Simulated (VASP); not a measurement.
Computed with LDA (Ceperley-Alder, Perdew-Zunger), VASP's LDA PAW potentials (set 64) (plane waves; VASP 6.6.1).

VASP input:

### KPOINTS
```
K-points
0
Gamma
 7 7 7
```

**INCAR**
```
ALGO = Normal
EDIFF = 1E-7
ENCUT = 400
ISIF = 2
ISMEAR = -5
LASPH = .TRUE.
LCHARG = .TRUE.
LEFG = .TRUE.
LMAXMIX = 4
LORBIT = 11
LREAL = .FALSE.
LWAVE = .FALSE.
NEDOS = 601
NELM = 100
PREC = Accurate
SYSTEM = AlInSb2
```

POSCAR:
```
AlInSb2
1
    2.2262151776     1.2853061406     7.2277718547
   -2.2262151776     1.2853061406     7.2277718547
    0.0000000000    -2.5706122812     7.2277718547
Al In Sb
1 1 2
Direct
  0.0006729807   0.0006729807   0.0006729807
  0.4995641737   0.4995641737   0.4995641737
  0.8789734334   0.8789734334   0.8789734334
  0.3707824121   0.3707824121   0.3707824121
```

POTCAR, in this order: Al In_d Sb (LDA.64 set). Program: vasp_std.

Output of the run:

### OSZICAR
```
       N       E                     dE             d eps       ncg     rms          rms(c)
DAV:   1     0.149594116331E+03    0.14959E+03   -0.90553E+03  1496   0.111E+03
DAV:   2    -0.615919459184E+01   -0.15575E+03   -0.15372E+03  1658   0.280E+02
DAV:   3    -0.175039850926E+02   -0.11345E+02   -0.11263E+02  1938   0.833E+01
DAV:   4    -0.177644977120E+02   -0.26051E+00   -0.26040E+00  1840   0.160E+01
DAV:   5    -0.177752744149E+02   -0.10777E-01   -0.10776E-01  2321   0.278E+00    0.590E+00
DAV:   6    -0.175196784450E+02    0.25560E+00   -0.38011E-01  1991   0.779E+00    0.345E+00
DAV:   7    -0.174449242951E+02    0.74754E-01   -0.24845E-01  1895   0.364E+00    0.683E-01
DAV:   8    -0.174420726217E+02    0.28517E-02   -0.20506E-02  2050   0.165E+00    0.550E-01
DAV:   9    -0.174422171878E+02   -0.14457E-03   -0.19752E-03  1816   0.351E-01    0.657E-02
DAV:  10    -0.174421938432E+02    0.23345E-04   -0.18753E-04  2080   0.161E-01    0.490E-02
DAV:  11    -0.174422000297E+02   -0.61865E-05   -0.33649E-05  1856   0.331E-02    0.110E-02
DAV:  12    -0.174422006452E+02   -0.61552E-06   -0.46553E-06  1865   0.133E-02    0.889E-03
DAV:  13    -0.174422007147E+02   -0.69466E-07   -0.26269E-07  1822   0.390E-03
   1 F= -.17442201E+02 E0= -.17442201E+02  d E =0.000000E+00
```

OUTCAR:
```
------------------------ aborting loop because EDIFF is reached ----------------------------------------
  FORCE on cell =-STRESS in cart. coord.  units (eV):
  Direction    XX          YY          ZZ          XY          YZ          ZX
  --------------------------------------------------------------------------------------
  Total       -0.0784724     -0.0784724      0.1421148      0.0000000      0.0000000      0.0000000
  in kB       -1.0132067     -1.0132070      1.8349339      0.0000000      0.0000000      0.0000000
  external PRESSURE =      -0.0638266 kB  Pullay stress =       0.0000000 kB
  volume of cell :      124.09
      direct lattice vectors                 reciprocal lattice vectors
     2.226215178  1.285306141  7.227771855     0.224596438  0.129670793  0.046118408
    -2.226215178  1.285306141  7.227771855    -0.224596438  0.129670793  0.046118408
     0.000000000 -2.570612281  7.227771855     0.000000000 -0.259341586  0.046118408
 POSITION                                       TOTAL-FORCE (eV/Angst)
 -----------------------------------------------------------------------------------
      0.00000      0.00000      0.01459         0.000000      0.000000     -0.000593
      0.00000      0.00000     10.83221         0.000000     -0.000000     -0.017760
      0.00000      0.00000     19.05906         0.000000      0.000000     -0.005702
      0.00000      0.00000      8.03979         0.000000     -0.000000      0.024054
 -----------------------------------------------------------------------------------
    total drift:                               -0.000000      0.000009     -0.000784
  FREE ENERGIE OF THE ION-ELECTRON SYSTEM (eV)
  ---------------------------------------------------
  free  energy   TOTEN  =       -17.4422007147 eV

  energy  without entropy=      -17.4422007147  energy(sigma->0) =      -17.44220071

 total charge

# of ion       s       p       d       tot
------------------------------------------
    1        0.426   0.350   0.000   0.776
    2        0.883   0.770   9.865  11.518
    3        1.135   1.393   0.025   2.552
    4        1.128   1.388   0.022   2.539
--------------------------------------------------
tot          3.572   3.901   9.912  17.385

 Electric field gradients after diagonalization (V/A^2)
 (convention: |V_zz| > |V_xx| > |V_yy|)
----------------------------------------------------------------------
 ion       V_xx      V_yy      V_zz     asymmetry (V_yy - V_xx)/ V_zz
----------------------------------------------------------------------
   1       1.172     1.172    -2.344       0.000
   2      -4.219    -4.218     8.437       0.000
   3      13.883    13.883   -27.766       0.000
   4     -16.087   -16.087    32.174       0.000
```
(Selected blocks of OUTCAR.)

### OUTCAR
```
 val. band max:        4.9966879096   @ k =   0.0000   0.0000   0.0000

 cond. band min:       5.4962170472   @ k =   0.0000   0.0000   0.0000


 Fermi energy:         5.0155242028

 k-point     1 :       0.0000    0.0000    0.0000
  band No.  band energies     occupation
      1      -9.5304      2.00000
      2      -9.4970      2.00000
      3      -9.4970      2.00000
      4      -9.4091      2.00000
      5      -9.4091      2.00000
      6      -5.9296      2.00000
      7      -4.4963      2.00000
      8      -0.7083      2.00000
      9       3.8118      2.00000
     10       3.8118      2.00000
     11       4.8441      2.00000
     12       4.9967      2.00000
     13       4.9967      2.00000
     14       5.4962      0.00000
     15       5.8052      0.00000
     16       7.8368      0.00000
     17       7.8677      0.00000

 k-point     2 :       0.1429    0.0000   -0.0000
  band No.  band energies     occupation
      1      -9.5349      2.00000
      2      -9.4979      2.00000
      3      -9.4914      2.00000
      4      -9.4119      2.00000
      5      -9.4085      2.00000
      6      -5.7550      2.00000
      7      -4.3817      2.00000
      8      -0.6150      2.00000
      9       2.6576      2.00000
     10       3.2820      2.00000
     11       3.5964      2.00000
     12       4.5567      2.00000
     13       4.5635      2.00000
     14       6.5814      0.00000
     15       6.8306      0.00000
     16       7.7074      0.00000
     17       8.3708      0.00000

 k-point     3 :       0.2857    0.0000   -0.0000
  band No.  band energies     occupation
      1      -9.5528      2.00000
      2      -9.4926      2.00000
      3      -9.4801      2.00000
      4      -9.4177      2.00000
      5      -9.4059      2.00000
      6      -5.2636      2.00000
      7      -4.1230      2.00000
      8      -0.5349      2.00000
      9       1.3625      2.00000
     10       1.6959      2.00000
     11       3.2212      2.00000
...
```

Unless said otherwise, spin-orbit coupling is left out, though it shifts the bands of the heavy elements here.

The structure comes from a computed database's AlInSb2 entry (R3m); how it stands against other phases isn't given here. It was relaxed first, which changed the volume by -7 %.
